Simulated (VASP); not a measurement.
Here is a VASP 6.6.1 calculation.

Contents of INCAR:

```
ALGO = Normal
EDIFF = 1E-6
ENCUT = 520
GGA = PE
ISIF = 2
ISMEAR = -1
IVDW = 12
LASPH = T
LCHARG = F
LREAL = Auto
LWAVE = F
NBANDS = 48
NELM = 100
PREC = Accurate
SIGMA = 0.02
```

File KPOINTS:

```
k-points
0
Gamma
  1 1 1
```

The input POSCAR:

```
MgH12Cl2O6
1.0
    6.8384790000      0.0000000000      0.0000000000
    0.0000000000      6.8384790000      0.0000000000
    0.0000000000      0.0000000000      6.8384790000
O H Mg Cl
6 12 1 2
Direct
    0.0989986224     -0.1066318987      0.7656088437
    0.7308204061      0.9181866319      0.5177320863
    0.2992478298      0.6679263035      0.1321492689
    0.6262796157      0.2862624861      0.8214984648
    0.7015595135      0.9425195281      1.0025621194
    0.0492653410      0.0485195611      0.2366754362
    0.1772616396      0.0069021196      0.7074380136
   -0.0070044816     -0.1134170332      0.6571636763
    0.6432570751      1.0316475345      0.4825926935
    0.6983570469      0.8341182301      0.4045782695
    0.4377435392      0.6579533256      0.1074361711
    0.2811443890      0.5339198965      0.1980557372
    0.6689645461      0.3772622538      0.9259661395
    0.4798289210      0.2631871795      0.8455242752
    0.7038553456      1.0930354542      1.0002077947
    0.6603953891      0.8891743325      0.8735860708
    0.1649635833      0.1509107508      0.2952995834
   -0.0765374874      0.0911313759      0.2986044119
    1.0525732403      0.8104726212      1.0572672666
    0.8476153835      0.5407635236      0.1886384385
    0.3600069548      0.2774739822      0.4591371853
```

Potentials or basis: VASP PAW PBE potentials, release 64 (O, H, Mg, Cl).

Command:

```sh
$ cat potpaw_PBE.64/O/POTCAR potpaw_PBE.64/H/POTCAR potpaw_PBE.64/Mg/POTCAR potpaw_PBE.64/Cl/POTCAR > POTCAR
$ mpirun -np 1 vasp_gam > vasp.out
```

Predict the pressure.

-4.4 GPa.

What does it give for the dispersion energy per atom?

-0.043 eV.

Forces on the atoms (eV/Å):
```
O   -0.502  1.282 -2.199
O   -0.973  0.697 -1.138
O   -0.122 -2.059  0.738
O   -1.647 -0.023  1.098
O    0.403  0.351  0.138
O    0.853  1.497  0.787
H   -0.483 -1.147  0.848
H    0.785 -0.147  1.518
H    0.495 -0.324  0.858
H    0.511 -0.365  0.520
H    0.589  0.745 -0.309
H   -0.309  1.345 -0.196
H   -0.085 -0.009 -0.228
H    2.032  0.595 -0.542
H   -0.359 -1.905 -1.094
H    0.325  1.059  0.657
H   -1.349 -1.462 -0.307
H    1.138 -0.362 -0.409
Mg  -0.960  0.294  0.240
Cl   0.169  0.312 -0.392
Cl  -0.511 -0.373 -0.589
```
